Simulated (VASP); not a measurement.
Set up this calculation in VASP 6.6.1, as the native input.

* Task: relaxation of cell and atoms
* Functional: SCAN
* Potentials or basis: VASP PAW PBE potentials, release 64 (Ga_d, Sn_d)
* Cutoff: 600 eV
* k mesh: 8 × 8 × 8
* Occupations: fermi-dirac, width 0.05 eV
* Spin: no spin polarisation
* Further INCAR settings: ALGO = Normal; EDIFF = 1e-06; IBRION = 2; EDIFFG = -0.02; NSW = 40; ISIF = 3

The structure of GaSn lies in POSCAR:

```
GaSn
1.0
    0.0000000000      2.9028814200      3.0982155700
    2.7292512900      0.0000000000      3.0982155700
    2.7292512900      2.9028814200      0.0000000000
Ga Sn
1 1
Direct
    0.5000000000      0.5000000000      0.5000000000
    0.0000000000      0.0000000000      0.0000000000
```

The cell was built by a generator and needn't be a form met in nature.

The input as run:

INCAR

```
PREC = Accurate ; ENCUT = 600
EDIFF = 1E-6 ; ISMEAR = -1
SIGMA = 0.05 ; LREAL = False
LASPH = True ; NELM = 60
ALGO = Normal ; ISIF = 3
LWAVE = False ; LCHARG = False
METAGGA = SCAN ; LMIXTAU = True
IBRION = 2 ; NSW = 40
EDIFFG = -0.02
```

KPOINTS

```
regular mesh
0
Gamma
  8 8 8
```

Potentials or basis: VASP PAW PBE potentials, release 64 (Ga_d, Sn_d).

The run is started by

```sh
$ cat potpaw_PBE.64/Ga_d/POTCAR potpaw_PBE.64/Sn_d/POTCAR > POTCAR
$ mpirun -np 1 vasp_std > vasp.out
```

Results of the run:

The relaxed volume is 23.40 Å³/atom and the relaxed cell is a = 4.044 Å, b = 4.046 Å, c = 4.045 Å, α = 59.99°, β = 60.02°, γ = 59.99°. The space group after relaxing (to 0.05 Å) is Fm-3m (No. 225). The energy gained by relaxing is 65.7 meV/atom. The ionic steps are 6 and the pressure after relaxing is 0.0 GPa. The band gap on the k mesh is none (metal or under the smearing width).

Caveat: the PAW data sets were made with another functional, which shifts forces and pressure a little.

It took 33 min on 1 thread of Intel(R) Xeon(R) Platinum 8488C (Sapphire Rapids), on a shared host, peak memory 0.29 GiB.
